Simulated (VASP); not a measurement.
VASP ran on this input.

**KPOINTS**
```
Automatic mesh
0
Gamma
11 11 11
0 0 0
```

**POSCAR**
```
GeSn
1.0
  0.0000000000   2.8495892812   2.8495892812
  2.8495892812   0.0000000000   2.8495892812
  2.8495892812   2.8495892812   0.0000000000
Ge Sn
1 1
Cart
  2.8495892812   2.8495892812   5.6991785624
  2.8495892812   2.8495892812   2.8495892812
```

**INCAR**
```
# general
SYSTEM   =  GeSn
PREC     =  Accurate
ENCUT    =  500   # plane-wave cut-off (eV)
LREAL    =  .FALSE.   # projection in real space or not
LASPH    =  .TRUE.   # aspherical one-centre terms

# electronic loop
EDIFF    =  1E-6   # SCF stop (eV)
NELM     =  100   # most electronic steps
ALGO     =  Normal   # blocked Davidson
LMAXMIX  =  4   # l cut-off of mixed one-centre charges

# smearing
ISMEAR   =  1
SIGMA    =  0.1   # width (eV)

# functional
GGA      =  PS

# ions
IBRION   =  2   # conjugate gradients
NSW      =  40   # most ionic steps
ISIF     =  3
EDIFFG   =  -0.02

# output
LWAVE    =  .FALSE.
LCHARG   =  .FALSE.
```

POTCAR, in this order: Ge_d Sn_d (PBE.64 set). Program: vasp_std.

Write an equivalent input for Quantum ESPRESSO's pw.x.

One equivalent input (not run):
```
&CONTROL
  calculation = 'vc-relax'
  pseudo_dir = './pseudo'
  outdir = './out'
  tprnfor = .true.
  tstress = .true.
  nstep = 40
  forc_conv_thr = 0.00078
/
&SYSTEM
  ibrav = 0
  nat = 2
  ntyp = 2
  ecutwfc = 78
  occupations = 'smearing'
  smearing = 'methfessel-paxton'
  degauss = 0.00735
  input_dft = 'pbesol'
/
&ELECTRONS
  conv_thr = 7.3e-08
  electron_maxstep = 100
/
&IONS
/
&CELL
/
ATOMIC_SPECIES
  Ge 72.630 Ge.upf
  Sn 118.710 Sn.upf
CELL_PARAMETERS angstrom
     0.0000000    2.8495893    2.8495893
     2.8495893    0.0000000    2.8495893
     2.8495893    2.8495893    0.0000000
ATOMIC_POSITIONS crystal
  Ge   1.0000000  1.0000000  0.0000000
  Sn   0.5000000  0.5000000  0.5000000
K_POINTS automatic
  11 11 11 0 0 0
```
What does not carry over: the potentials are each code's own (VASP's PAW set, PseudoDojo norm-conserving files in pw.x), so ENCUT and ecutwfc are chosen apart and not converted; conv_thr bounds pw.x's estimated SCF error, while EDIFF bounds the energy change between steps; forc_conv_thr acts on force components and is met together with etot_conv_thr.

The structure was generated: GeSn was put into the rock salt type (Fm-3m), which need not be its known phase. It was relaxed first, which changed the volume by +6 %.
